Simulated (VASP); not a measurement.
Given:

```
CELL_PARAMETERS angstrom
      0.00000     1.86920     1.86920
      1.86920     0.00000     1.86920
      1.86920     1.86920     0.00000
ATOMIC_POSITIONS crystal
  Rh 0.00000 0.00000 0.00000
```

All values below come from LDA (Ceperley-Alder, Perdew-Zunger), VASP's LDA PAW potentials (set 64) (plane waves; VASP 6.6.1). Settings: 500 eV cut-off, 17×17×17 Γ-centred mesh, first-order Methfessel-Paxton smearing of 0.10 eV, potentials Rh_pv.

Problem. The ions, cell shape and volume at an external pressure of 10.0 GPa are relaxed. Give the cell that the relaxation ends in.

Solution. 
```
CELL_PARAMETERS angstrom
      0.00000     1.86041     1.86041
      1.86041     0.00000     1.86041
      1.86041     1.86041     0.00000
ATOMIC_POSITIONS crystal
  Rh 0.00000 0.00000 0.00000
```
Space group Fm-3m (225), at a tolerance of 0.03 Å.

Problem. How do energy and volume change from the first to the last step?

Solution. The energy (σ→0) changes by +8.5 meV/atom and the volume by -1.4 %, in 3 ionic steps.

```json
[
 {"step": "1", "E(σ→0) (eV)": "-8.6836", "max force (eV/Å)": "0.000", "pressure (GPa)": "4.91", "volume (Å³)": "13.06"},
 {"step": "2", "E(σ→0) (eV)": "-8.6055", "max force (eV/Å)": "0.000", "pressure (GPa)": "29.03", "volume (Å³)": "12.29"},
 {"step": "3", "E(σ→0) (eV)": "-8.6751", "max force (eV/Å)": "0.000", "pressure (GPa)": "9.89", "volume (Å³)": "12.88"}
]
```

The compound is Rh in the fcc structure. This run relaxes it under an external pressure of 10 GPa. Symmetry was kept, so distortions that lower it aren't found.
